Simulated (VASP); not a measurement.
A cell of PtSe$_{2}$ (1T layered) near equilibrium:

```xyz
3
Lattice="1.8799 -3.2560 0.0000 1.8799 3.2560 0.0000 0.0000 0.0000 6.0609" Properties=species:S:1:pos:R:3 pbc="T T T"
Pt     0.0000     0.0000     0.0000
Se     1.8799     1.0853     1.3022
Se     1.8799    -1.0853     4.7586
```

All values below come from PBE GGA, VASP's PBE PAW potentials (set 64) (plane waves; VASP).

Without a dispersion term in the relaxation, distances and binding between the weakly bound layers, chains or molecules are unreliable, and so is what depends on them. Unless said otherwise, spin-orbit coupling is left out, though it shifts the bands of the heavy elements here.

```
run               ΔE (meV/atom)    σxx    σyy   σzz  largest shear component, with its sign (GPa)  largest force (eV/Å)  gap (eV)
----------------  -------------  -----  -----  ----  --------------------------------------------  --------------------  --------
as it is                    0.0  -0.08  -0.08  0.07                                          0.00                 0.011      0.93
after one change            2.4   1.55   1.55  0.21                                          0.00                 0.008      1.00
```
Stress is in GPa, positive when the cell is compressed; gaps are those on the k-mesh, and 0.00 means metallic.

**Question.** What was changed between the two runs?
A) uniaxial strain of -2.0 % along z with the ions relaxed
B) biaxial strain of -1.0 % in the xy plane with the ions relaxed
C) atom 3 (Se) moved by 0.150 Å along z
D) atom 1 (Pt) moved by 0.200 Å along x

**Answer.** B, biaxial strain of -1.0 % in the xy plane with the ions relaxed

The compound is PtSe2 in the 1T layered structure.
